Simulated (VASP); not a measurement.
Calculation: r2SCAN meta-GGA, VASP's PBE PAW potentials (set 64) (plane waves; VASP).

Input for VASP

**INCAR**
```
ALGO = Normal
EDIFF = 1E-7
EDIFFG = -0.01
ENCUT = 600
IBRION = 2
ISIF = 2
ISMEAR = 1
LASPH = .True.
LCHARG = .False.
LMAXMIX = 6
LMIXTAU = .True.
LREAL = .False.
LWAVE = .False.
METAGGA = R2SCAN
NELM = 100
NSW = 30
PREC = Accurate
SIGMA = 0.1
SYSTEM = HfC
```

### POSCAR
```
HfC
1
    0.0000000000     2.3867798775     2.3867798775
    2.3867798775     0.0000000000     2.3867798775
    2.3867798775     2.3867798775     0.0000000000
Hf C
1 1
Direct
  0.0000000000   0.0000000000   0.0000000000
  0.5000000000   0.5000000000   0.5000000000
```

KPOINTS:
```
Automatic
0
Gamma
  12 12 12
0 0 0
```

POTCAR, in this order: Hf_pv C (PBE.64 set). Program: vasp_std.

Unless said otherwise, spin-orbit coupling is left out, though it shifts the bands of the heavy elements here.

Q: Predict the energy per atom (σ→0), pressure, band gap (on the k-mesh).

A: 
| Property | Result |
|---|---|
| energy per atom (σ→0) | -28.599 eV/atom |
| band gap (on the k-mesh) | none (metal, semimetal or under 0.01 eV) |
| pressure | -18.89 GPa |

OSZICAR:
```
...
DAV:  15    -0.571988255563E+02    0.29164E-04   -0.18399E-05  1966   0.478E-02    0.241E-01
DAV:  16    -0.571987385789E+02    0.86977E-04   -0.12739E-04  1707   0.751E-02    0.147E-01
DAV:  17    -0.571988988673E+02   -0.16029E-03   -0.14606E-04  1684   0.138E-01    0.259E-02
DAV:  18    -0.571988914518E+02    0.74155E-05   -0.79491E-06  2027   0.247E-02    0.204E-02
DAV:  19    -0.571988938918E+02   -0.24400E-05   -0.12824E-06  1737   0.137E-02    0.127E-02
DAV:  20    -0.571988928426E+02    0.10492E-05   -0.86832E-07  1748   0.646E-03    0.533E-03
DAV:  21    -0.571988928905E+02   -0.47940E-07   -0.61111E-08   846   0.321E-03
   1 F= -.57198893E+02 E0= -.57198799E+02  d E =-.571989E+02
```

The compound is HfC in the rock salt structure. This cell was strained or had an atom moved on purpose.
